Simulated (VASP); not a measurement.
A VASP calculation is set up with these files.

### INCAR
```
ALGO = Normal
EDIFF = 1E-7
ENCUT = 520
GGA = PE
ISIF = 2
ISMEAR = -5
LASPH = .TRUE.
LCHARG = .TRUE.
LEFG = .TRUE.
LMAXMIX = 6
LORBIT = 11
LREAL = .FALSE.
LWAVE = .FALSE.
NEDOS = 601
NELM = 100
PREC = Accurate
SYSTEM = WB
```

File KPOINTS:
```
Automatic mesh
0
gamma
13 13 6
0 0 0
```

**POSCAR**
```
WB
1
    2.9633253553    -0.0000000000     0.0000000000
   -1.4816626776     2.5663151576    -0.0000000000
   -0.0000000000    -0.0000000000     6.1069112777
W B
2 2
Direct
  0.0000000000   0.0000000000   0.0000000000
  0.0000000000   0.0000000000   0.5000000000
  0.3333330000   0.6666670000   0.2500000000
  0.6666670000   0.3333330000   0.7500000000
```

POTCAR, in this order: W_sv B (PBE.64 set). Program: vasp_std.

**Question.** Write an equivalent input for Ansatz.

**Answer.** One equivalent input (not run):
Ansatz 0.2 input:
```yaml
crystal:
  lattice:
    - [2.9633254, 0.0000000, 0.0000000]
    - [-1.4816627, 2.5663152, 0.0000000]
    - [0.0000000, 0.0000000, 6.1069113]
  atoms:
    - { symbol: W, position: [0.0000000, 0.0000000, 0.0000000] }
    - { symbol: W, position: [0.0000000, 0.0000000, 0.5000000] }
    - { symbol: B, position: [0.3333330, 0.6666670, 0.2500000] }
    - { symbol: B, position: [0.6666670, 0.3333330, 0.7500000] }
kpoints:
  mp_grid: { grid: [13, 13, 6] }
hamiltonian:
  xc: pbe
  pseudopotentials: { kind: paw }
scf:
  occupations: { method: tetrahedron }
  max_iter: 100
output: { forces: true, stress: true, eigenvalues: true }
```
The two are equivalent in intent, not identical: each code has its own PAW files, so the cut-off isn't converted (ENCUT is set for VASP's; basis.ecutwfc is left out, and Ansatz then takes the one that its files recommend); Ansatz stops its SCF on the density residual and VASP on the energy change (EDIFF); the field gradients of LEFG aren't asked of the other code.

The structure was generated: WB was put into the NiAs type type (P6_3/mmc), which need not be its known phase. It was relaxed first, which changed the volume by -36 %.
